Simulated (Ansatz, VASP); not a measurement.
# HgTe (Coloradoite) in two plane-wave programs

One calculation is typed for both programs; each brings its own data sets. How far apart do they land? Of the first pair: The cell is taken from a series of runs on this material, whose earlier steps may have relaxed, scaled, displaced or heated it; both programs get it as it stands.

Calculated with Ansatz 0.2.0; plane waves, with VASP 6.6.1 beside it; relaxation of cell and atoms at RPBE and zone-centre phonons at RPBE.

## 1. Starting point

The structure is cubic, space group F-43m (No. 216). The conventional cell has a = 6.753 Å, b = 6.753 Å, c = 6.753 Å, α = 90.00°, β = 90.00°, γ = 90.00°. Nearest to Hg lie 4 Te at 2.92 Å. Nearest to Te lie 4 Hg at 2.92 Å. Farther neighbours and most contacts between anions are not listed.

## 2. VASP: relaxation of cell and atoms, RPBE, pair 1

The relaxed volume is the usual yardstick between codes: in a stiff, nearly cubic crystal its relative difference is about their pressure difference at one cell divided by the bulk modulus.

Lines of VASP's logs that name or quote its potential files are left out, and so is its time.

INCAR reads:

```
SYSTEM = HgTe
PREC = Accurate
ENCUT = 500
EDIFF = 1E-07
NELM = 120
ISMEAR = 0
SIGMA = 0.1
LREAL = .FALSE.
ALGO = Normal
GGA = RP
NBANDS = 15
LORBIT = 11
LWAVE = .FALSE.
LCHARG = .FALSE.
ISIF = 3
IBRION = 2
NSW = 80
EDIFFG = -0.005
LASPH = .TRUE.
GGA_COMPAT = .FALSE.
NELMIN = 4
KPAR = 2
```

POSCAR reads:

```
HgTe
1.0
    0.0000000000      3.3765130000      3.3765130000
    3.3765130000      0.0000000000      3.3765130000
    3.3765130000      3.3765130000      0.0000000000
Hg Te
1 1
Direct
    0.0000000000      0.0000000000      0.0000000000
    0.2500000000      0.2500000000      0.2500000000
```

KPOINTS reads:

```
Automatic mesh
0
Gamma
14 14 14
0 0 0
```

PAW data sets: Hg and Te (PBE family, release 64).

Command:

```console
$ mpirun -np 2 vasp_std
```

Numbers of over 12 decimals in the logs are rounded to 6 here.

What it wrote:

```text
[banner, memory and clock lines left out]
running    2 mpi-ranks, on    1 nodes
 distrk:  each k-point on    1 cores,    2 groups
 distr:  one band on    1 cores,    1 groups

 POSCAR found type information on POSCAR HgTe
 POSCAR found :  2 types and       2 ions
|                                                                             |
|               ----> ADVICE to this user running VASP <----                  |
|                                                                             |
|     You enforced a specific xc type in the INCAR file but a different       |
|     [... a line on the potential file left out ...]
|     I HOPE YOU KNOW WHAT YOU ARE DOING!                                     |
|                                                                             |

 LDA part: xc-table for (Slater+PW92), standard interpolation
 POSCAR, INCAR and KPOINTS ok, starting setup
 FFT: planning ... GRIDC
 FFT: planning ... GRID_SOFT
 FFT: planning ... GRID
 WAVECAR not read
 entering main loop
       N       E                     dE             d eps       ncg     rms          rms(c)
DAV:   1     0.103704962986E+03    0.10370E+03   -0.76971E+03  3128   0.987E+02
DAV:   2     0.836525021469E+00   -0.10287E+03   -0.96559E+02  3533   0.231E+02
DAV:   3    -0.310573894946E+01   -0.39423E+01   -0.39306E+01  3827   0.473E+01
DAV:   4    -0.314605441412E+01   -0.40315E-01   -0.40312E-01  4582   0.422E+00
DAV:   5    -0.314617759231E+01   -0.12318E-03   -0.12318E-03  4177   0.225E-01    0.581E+00
DAV:   6    -0.297127733559E+01    0.17490E+00   -0.36575E-01  3379   0.748E+00    0.476E+00
DAV:   7    -0.296892245255E+01    0.23549E-02   -0.86421E-02  3421   0.197E+00    0.190E+00
DAV:   8    -0.297020492606E+01   -0.12825E-02   -0.81540E-03  3708   0.102E+00    0.431E-01
DAV:   9    -0.297065004700E+01   -0.44512E-03   -0.93370E-04  3806   0.313E-01    0.940E-02
DAV:  10    -0.297074778303E+01   -0.97736E-04   -0.12182E-04  3603   0.942E-02    0.476E-02
DAV:  11    -0.297080016784E+01   -0.52385E-04   -0.86189E-05  3428   0.628E-02    0.265E-02
DAV:  12    -0.297080055533E+01   -0.38749E-06   -0.55416E-06  3974   0.157E-02    0.167E-02
DAV:  13    -0.297080084439E+01   -0.28906E-06   -0.16563E-06  3414   0.785E-03    0.552E-03
DAV:  14    -0.297080110059E+01   -0.25619E-06   -0.42870E-07  3526   0.531E-03    0.484E-03
DAV:  15    -0.297080116958E+01   -0.68990E-07   -0.35836E-08  2953   0.175E-03
   1 F= -.29708012E+01 E0= -.29707404E+01  d E =-.297080E+01
 curvature:   0.00 expect dE= 0.000E+00 dE for cont linesearch  0.000E+00
 trial: gam= 0.00000 g(F)=  0.371E-50 g(S)=  0.812E-04 ort = 0.000E+00 (trialstep = 0.100E+01)
 search vector abs. value=  0.812E-04
 bond charge predicted
       N       E                     dE             d eps       ncg     rms          rms(c)
DAV:   1    -0.297176568652E+01   -0.96459E-03   -0.18338E-02  3323   0.144E+00    0.237E-01
DAV:   2    -0.297095051475E+01    0.81517E-03   -0.19037E-03  3253   0.568E-01    0.741E-02
DAV:   3    -0.297085844788E+01    0.92067E-04   -0.21222E-04  3435   0.129E-01    0.724E-02
DAV:   4    -0.297084151961E+01    0.16928E-04   -0.26435E-05  3400   0.333E-02    0.128E-02
DAV:   5    -0.297084002503E+01    0.14946E-05   -0.38732E-06  3491   0.210E-02    0.997E-03
DAV:   6    -0.297083992819E+01    0.96837E-07   -0.79881E-07  3309   0.832E-03
   2 F= -.29708399E+01 E0= -.29707787E+01  d E =-.387586E-04
 trial-energy change:   -0.000039  1 .order   -0.000049   -0.000081   -0.000016
 step:   1.2434(harm=  1.2434)  dis= 0.00000  next Energy=    -2.970852 (dE=-0.505E-04)
 reached required accuracy - stopping structural energy minimisation
```

Parts of OUTCAR (step 2):

```text
ion  position               nearest neighbor table
   1  0.000  0.000  0.000-   2 2.92   2 2.92   2 2.92   2 2.92
   2  0.250  0.250  0.250-   1 2.92   1 2.92   1 2.92   1 2.92

  LATTYP: Found a face centered cubic cell.
 ALAT       =     6.7530260000

 Subroutine GETGRP returns: Found 24 space group operations
 (whereof 24 operations were pure point group operations)

The static configuration has the point symmetry T_d .

 Found    104 irreducible k-points:

   k-points           NKPTS =    104   k-points in BZ     NKDIM =    104   number of bands    NBANDS=     15

   dimension x,y,z NGX =    36 NGY =   36 NGZ =   36
   dimension x,y,z NGXF=    72 NGYF=   72 NGZF=   72

   ENCUT  =  500.0 eV  36.75 Ry    6.06 a.u.   8.71  8.71  8.71*2*pi/ulx,y,z

   NELECT =      18.0000    total number of electrons

 k-points in reciprocal lattice and weights: Automatic mesh
   0.00000000  0.00000000  0.00000000       0.000
   0.07142857  0.00000000  0.00000000       0.003
   0.14285714  0.00000000  0.00000000       0.003
   0.21428571  0.00000000  0.00000000       0.003
   0.28571429  0.00000000  0.00000000       0.003
   0.35714286  0.00000000  0.00000000       0.003
   0.42857143  0.00000000  0.00000000       0.003
   0.50000000  0.00000000  0.00000000       0.001
   0.07142857  0.07142857  0.00000000       0.002
[...]
-0.28571429  0.42857143  0.21428571       0.009
  -0.28571429  0.50000000  0.21428571       0.004

 average (electrostatic) potential at core
       1 -41.1394       2 -92.2816

 E-fermi :   1.9955

 k-point     1 :       0.0000    0.0000    0.0000
  band No.  band energies     occupation
    ...
      6      -4.3882      2.00000
      7       0.9759      2.00000
      8       1.9063      1.79252
      9       1.9063      1.79252
     10       1.9063      1.79252
     11       6.4043      0.00000
     12       6.4043      0.00000
     13       6.4043      0.00000
     14       8.7189      0.00000
     15      11.2838      0.00000

 k-point     2 :       0.0714    0.0000    0.0000
  band No.  band energies     occupation
    ...
      5      -4.3887      2.00000
      6      -4.3887      2.00000
      7       0.6035      2.00000
      8       1.8624      1.94013
      9       1.8624      1.94013
     10       2.1786      0.00960
     11       6.3460      0.00000
     12       6.4701      0.00000
     13       6.4701      0.00000
     14       9.0215      0.00000
    ...

 k-point     3 :       0.1429    0.0000    0.0000
  band No.  band energies     occupation
    ...
      5      -4.3894      2.00000
      6      -4.3894      2.00000
      7      -0.0629      2.00000
      8       1.7448      1.99961
      9       1.7448      1.99961
     10       2.5319      0.00000
     11       6.3544      0.00000
     12       6.6401      0.00000
     13       6.6401      0.00000
     14       9.6753      0.00000
    ...

  Total        0.0065590      0.0065590      0.0065590      0.0000000     -0.0000000      0.0000000
  in kB        0.1361638      0.1361638      0.1361638      0.0000000     -0.0000000      0.0000000
  external PRESSURE =       0.1361638 kB  Pullay stress =       0.0000000 kB

  energy-cutoff  :      500.00
  volume of cell :       77.18
      direct lattice vectors                 reciprocal lattice vectors
    -0.000000000  3.379242074  3.379242074    -0.147962173  0.147962173  0.147962173
     3.379242074 -0.000000000  3.379242074     0.147962173 -0.147962173  0.147962173
     3.379242074  3.379242074  0.000000000     0.147962173  0.147962173 -0.147962173

 POSITION                                       TOTAL-FORCE (eV/Angst)
 -----------------------------------------------------------------------------------
      6.75848      6.75848      6.75848         0.000000      0.000000     -0.000000
      1.68962      1.68962      1.68962        -0.000000     -0.000000      0.000000
 -----------------------------------------------------------------------------------
    total drift:                               -0.000000     -0.000000      0.000000

  FREE ENERGIE OF THE ION-ELECTRON SYSTEM (eV)
  ---------------------------------------------------
  free  energy   TOTEN  =        -2.9708399282 eV

  energy  without entropy=       -2.9707174599  energy(sigma->0) =       -2.97077869

 reached required accuracy - stopping structural energy minimisation

 total charge
# of ion       s       p       d       tot
------------------------------------------
    1        0.737   0.323   9.370  10.430
    2        1.373   1.938   0.021   3.333
--------------------------------------------------
tot          2.110   2.261   9.392  13.763

[... 3 further parts left out ...]
```

CONTCAR:

```
HgTe
   1.00000000000000
    -0.0000000000000000    3.3792420736700284    3.3792420736700284
     3.3792420736700284   -0.0000000000000000    3.3792420736700284
     3.3792420736700284    3.3792420736700284    0.0000000000000000
  Hg              Te
     1     1
Direct
     1.0000000000000000    1.0000000000000000    1.0000000000000000
     0.2500000000000000    0.2500000000000000    0.2500000000000000
```

The run keeps the 24 symmetry operations of its start, so it cannot find a distortion of lower symmetry.

## 3. Ansatz: relaxation of cell and atoms, RPBE, pair 1

Ansatz runs on its default PAW (the set named soft_2) files.

The same cell, functional, mesh and smearing now go to Ansatz, which takes its cutoff from its data sets.

input.yaml reads:

```yaml
crystal:
  lattice:
    - [0.0, 3.3765127369, 3.3765127369]
    - [3.3765127369, 0.0, 3.3765127369]
    - [3.3765127369, 3.3765127369, 0.0]
  atoms:
    - { symbol: Hg, position: [0.0, 0.0, 0.0] }
    - { symbol: Te, position: [0.25, 0.25, 0.25] }
kpoints:
  mp_grid: { grid: [14, 14, 14] }
hamiltonian:
  xc: rpbe
scf:
  occupations: { method: gaussian, width: 0.1 }
output:
  forces: true
  stress: true
  eigenvalues: true
  write_density: true
  write_potential: true
  elf: true
  volumetric_format: npy
relax:
  adjacent_minimum: "off"
  f_tol: 0.005
  max_steps: 80
  cell: { stress_tol: 0.05 }
```

Command:

```console
$ ansatz run input.yaml --threads 8 --pin off --max-ram 14336MiB --backend cpu --events-out ev --progress --plain --runs-dir out
```

What it wrote:

```text
Engine: ansatz 0.2.0, x86_64-unknown-linux-gnu
Pseudopotentials: kind: paw
Pseudopotential: Hg, paw, valence charge 20, recommended cutoff 420 eV (normal), Hg.paw.azcp
Pseudopotential: Te, paw, valence charge 16, recommended cutoff 420 eV (normal), Te.paw.azcp
Functional definition: RPBE
  parameter kappa = 0.804
  parameter beta = 0.066725
  exchange = rpbe_x(kappa = kappa, mu = beta*pi^2/3)
  correlation = pbe_c(beta = beta)
Crystal: 2 atoms, lattice volume = 76.990 Å³
Basis set: ecut = 420 eV, 1459 PW (Γ), exchange–correlation on 64×64×64 points (8 copies of the dense FFT grid, shifted against one another)
Bands: 22, of which v1, the nominal top of the filled ones, is band 18 counted from 1 (17 counted from 0)
Symmetry: 24 space group operations
Space group: F-43m (ITA 216), of the structure as read, at distance tolerance 4.3e-5 Å
k-points: 104 of 2744 (time reversal used)
Non-local potential: Hg, projectors of the file, l = 0: 3, l = 1: 2, l = 2: 2, l = 3: 1
Non-local potential: Te, projectors of the file, l = 0: 2, l = 1: 2, l = 2: 2, l = 3: 2
PAW form: soft (Blöchl's): semilocal exchange-correlation on the pseudo side does not see the compensation charge
PAW frozen core: Hg, regenerated for the run's functional, and the local potential with it (the file was generated under x = pbe(κ = 0.804, μ = 0.219515), c = pbe(β = 0.066725))
PAW frozen core: Te, regenerated for the run's functional, and the local potential with it (the file was generated under x = pbe(κ = 0.804, μ = 0.219515), c = pbe(β = 0.066725))
PAW one-centre angular grid: Hg, 590 points (default); XC on 64 Gauss nodes
PAW one-centre angular grid: Te, 590 points (default); XC on 64 Gauss nodes
Initial density: superposition of atomic densities (neutral atoms: chi_scale 0, normalization atom), corrected by the library's trained network
Initial wavefunctions: pseudopotential atomic-orbital guess
Functional: x = rpbe, c = pbe(β = 0.066725)
SCF iter   1: F=—  HF=-20817.296984 eV  |F-HF|=—  |Δ(HF+E_count)|=         —  Δρ=2.10e-3  dr2=4.11e-3  ethr=1.77e-3  ⟨swp⟩=6.0  Hψ=10735  notcnv=0
preconditioner: auto → none  [insulator: Δε(μ)=0.272 eV  Ē_g=10.144 eV  σ=0.100 eV  W_gap=0.89  n_scr=14 (ndim 8)  ℏωp=18.0 eV  f_vac=0.221  D(μ)=0.02/eV (n_scr^D=0)  ε∞_Penn≈4.1]
SCF iter   2: F=—  HF=-20817.297143 eV  |F-HF|=—  |Δ(HF+E_count)|=   1.59e-4  Δρ=1.03e-3  dr2=7.27e-4  ethr=1.14e-5  ⟨swp⟩=3.0  Hψ=5651  notcnv=0
SCF iter   3: F=—  HF=-20817.297157 eV  |F-HF|=—  |Δ(HF+E_count)|=   1.36e-5  Δρ=4.31e-4  dr2=7.91e-5  ethr=2.02e-6  ⟨swp⟩=2.0  Hψ=3121  notcnv=0
SCF iter   4: F=—  HF=-20817.297366 eV  |F-HF|=—  |Δ(HF+E_count)|=   2.10e-4  Δρ=8.87e-5  dr2=7.42e-6  ethr=2.20e-7  ⟨swp⟩=2.0  Hψ=3226  notcnv=0
SCF iter   5: F=—  HF=-20817.297375 eV  |F-HF|=—  |Δ(HF+E_count)|=   8.72e-6  Δρ=2.45e-5  dr2=3.21e-7  ethr=2.06e-8  ⟨swp⟩=2.0  Hψ=3238  notcnv=0
SCF iter   6: F=-20817.297376 eV  HF=-20817.297376 eV  |F-HF|=1.47e-7  |Δ(HF+E_count)|=   1.18e-6  Δρ=4.46e-6  dr2=9.56e-9  ethr=2.78e-10  ⟨swp⟩=11.6  Hψ=17005  notcnv=0
SCF 1 converged in 6 iterations: F = -20817.297376 eV  dr2 = 9.56e-9
  greatest PAW one-centre occupation: 1.000 electrons in one spin orbital (limit 2), on the Hg atom at site 0 (counted from 0), in its partial waves of l = 0
relax step   1: F+E_penalty+E_count = -20817.29737638 eV  Δ(F+E_penalty+E_count) = +0.000e0 eV  max|allowed force component| = 7.055e-17 eV/Å  Δτ_max = 0.0000 Å  P = +0.042 GPa  Ω = 76.990 Å³  (6 SCF iters, dr2 threshold 1.00e-7 eV, accepted)
Initial density: handed on by an earlier stage of this run
Initial wavefunctions: pseudopotential atomic-orbital guess (no wavefunctions were taken with the density)
iter 1 solved again at ethr=8.58e-8 eV; its pass at ethr=3.10e-3 eV (dr2=3.09e-5 eV) is discarded
SCF iter   1: F=—  HF=-20817.297378 eV  |F-HF|=—  |Δ(HF+E_count)|=         —  Δρ=4.41e-6  dr2=9.25e-9  ethr=8.58e-8  ⟨swp⟩=4.0  Hψ=17156  notcnv=0
eigensolver tolerance schedule: the retry pair's looser diagonalisation over-reported the residual by 3338.19 of it (diagonalisation noise at 0.10 of the residual, at the tolerance the schedule requests for it); recorded, not acted on — ethr = c·dr2/N_el stays at c = 1.0e-1
preconditioner: auto → none  [insulator: Δε(μ)=0.276 eV  Ē_g=10.109 eV  σ=0.100 eV  W_gap=0.89  n_scr=14 (ndim 8)  ℏωp=18.0 eV  f_vac=0.228  D(μ)=0.02/eV (n_scr^D=0)  ε∞_Penn≈4.2]
SCF iter   2: F=—  HF=-20817.297376 eV  |F-HF|=—  |Δ(HF+E_count)|=   1.23e-6  Δρ=2.40e-6  dr2=2.88e-9  ethr=2.57e-11  ⟨swp⟩=3.0  Hψ=4722  notcnv=0
SCF iter   3: F=—  HF=-20817.297376 eV  |F-HF|=—  |Δ(HF+E_count)|=   6.78e-8  Δρ=6.03e-7  dr2=4.88e-10  ethr=7.99e-12  ⟨swp⟩=3.0  Hψ=3456  notcnv=0
SCF iter   4: F=—  HF=-20817.297376 eV  |F-HF|=—  |Δ(HF+E_count)|=   2.04e-9  Δρ=1.91e-7  dr2=5.12e-11  ethr=1.36e-12  ⟨swp⟩=2.5  Hψ=3902  notcnv=0
SCF iter   5: F=-20817.297376 eV  HF=-20817.297376 eV  |F-HF|=8.73e-11  |Δ(HF+E_count)|=  1.96e-10  Δρ=8.38e-8  dr2=5.84e-12  ethr=1.00e-12  ⟨swp⟩=7.1  Hψ=10658  notcnv=0
SCF 2 converged in 5 iterations: F = -20817.297376 eV  dr2 = 5.84e-12
relax step   2: F+E_penalty+E_count = -20817.29737642 eV  Δ(F+E_penalty+E_count) = -4.126e-8 eV  max|allowed force component| = 8.905e-17 eV/Å  Δτ_max = 0.0000 Å  P = +0.042 GPa  Ω = 76.990 Å³  stress off target by 4.16e-2 GPa  SCF on the basis re-selected at this cell (its energy is not comparable with the rows above)  (5 SCF iters)
basis re-selected at this cell: Δ(F+E_penalty+E_count) = -4.126e-8 eV, ΔP = +0.000 GPa vs the last step (what re-selecting the basis moved, of the pressure what is left beyond the Pulay correction that the steps carried, after the strain that the cell walked since its last selection, with what the two solves' SCF thresholds leave and, on support functions, any second-order correction that the steps lacked; it is no m [...]
SCF converged after 5 iterations
Free energy (F): -20817.297376 eV
Harris-Foulkes:  -20817.297376 eV  (|F-HF|=8.73e-11)
Internal energy: -20817.297255 eV  (E = F + TS)
E sigma→0 (E₀):  -20817.297316 eV
Entropy (-TS):   -0.000121 eV (-0.060 meV/atom)
Fermi energy:    6.969569 eV
--- Per-component energies (eV) ---
  E_band       = -820.512048
  E_kinetic    = 782.035204
  E_local      = -5085.103388  (includes V_loc(G=0)·N_el)
  E_nonlocal   = -239.248300
  E_hartree    = 2453.064798
  E_xc         = -344.107510
  E_vxc        = -364.564352  (∫ρ·V_xc dr)
  E_paw        = -14629.981665  (= ΣΔE_a)
  E_vpaw       = -819.761554  (= ΣTr[D̂ρ^β])
  E_aug_tail   = 0.000749  (compensation charges beyond the density's cutoff)
  E_ewald      = -3753.860766
  E_core_change = -0.096378  (= ΣΔE_core)
  E_smearing   = -0.000121  (= −TS)
  E_closure    = 0.000000  (closes the sum)
  Σ components = -20817.297376   (vs F -20817.297376, Δ=0.00e0)
--- Forces (eV/Å), atoms counted from 1 ---
  atom   1  Hg     0.00000000     0.00000000     0.00000000
  atom   2  Te    -0.00000000     0.00000000    -0.00000000
  max |Σ_I F_I| component: 1.18e-16 eV/Å
--- Stress (GPa, compression-positive) ---
        0.041630       0.000000      -0.000000
        0.000000       0.041630       0.000000
        0.000000       0.000000       0.041630
  P = ⅓ Tr σ = 0.0416 GPa (0.416 kbar)
--- Band table (eV; the first three rows and the last of 104) ---
  k-point 0: bands = [... 14 lower, 0.5786, 5.9667, 6.8804, 6.8804, 6.8804, 11.3871, 11.3871, 11.3871]
  k-point 1: bands = [... 14 lower, 0.5782, 5.5897, 6.8363, 6.8363, 7.1568, 11.3262, 11.4532, 11.4532]
  k-point 2: bands = [... 14 lower, 0.5774, 4.9190, 6.7182, 6.7182, 7.5126, 11.3307, 11.6241, 11.6241]
  k-point 103: bands = [... 14 lower, 1.0036, 2.1396, 4.8974, 4.9090, 9.6301, 11.4472, 12.5719, 13.4455]
--- Relaxed structure (1 steps of the walk, 1 accepted, 1 SCFs on fresh bases) ---
  F+E_penalty+E_count = -20817.29737642 eV   max|allowed force component| = 8.905e-17 eV/Å   (the final SCF, on the basis selected at the relaxed cell)
  cell:  # Å, volume = 76.9902 Å³
    - [0.0, 3.3765127369, 3.3765127369]
    - [3.3765127369, 0.0, 3.3765127369]
    - [3.3765127369, 3.3765127369, 0.0]
  atoms:
    - { symbol: Hg, position: [0.0, 0.0, 0.0] }
    - { symbol: Te, position: [0.250000, 0.250000, 0.250000] }
```

## 4. Differences

Known differences besides the potentials themselves: the data sets hold 36 valence electrons in Ansatz (on its default PAW (the set named soft_2) files) and 18 in VASP; the cutoff is 420 eV in Ansatz and 500 eV in VASP; Ansatz makes its cores anew for this functional, VASP keeps those of its PBE data sets; Ansatz adds a Pulay correction to the stress that steers its cell, VASP none. Total energies have different zeros and are not compared.

Both answers:

```tsv
quantity	Ansatz	VASP	difference
volume (Å³)	76.99	77.18	-0.24 %
edge a after relaxation, in the typed setting (Å)	4.775	4.779	-0.08 %
```

[end of part 1 of 2]

[Lines on the potential files, build, host, timing and source positions are cut from VASP's logs without a mark.]

[Logs are printed without paths, hosts, clocks, repeated set-up lines and the standing remarks that a program may print on its own settings, such as how far it seeks lower states.]

[Hosts, paths, dates, database ids (printed as entryN), source tags and the programs' standing remarks are cut or masked in the printed files.]
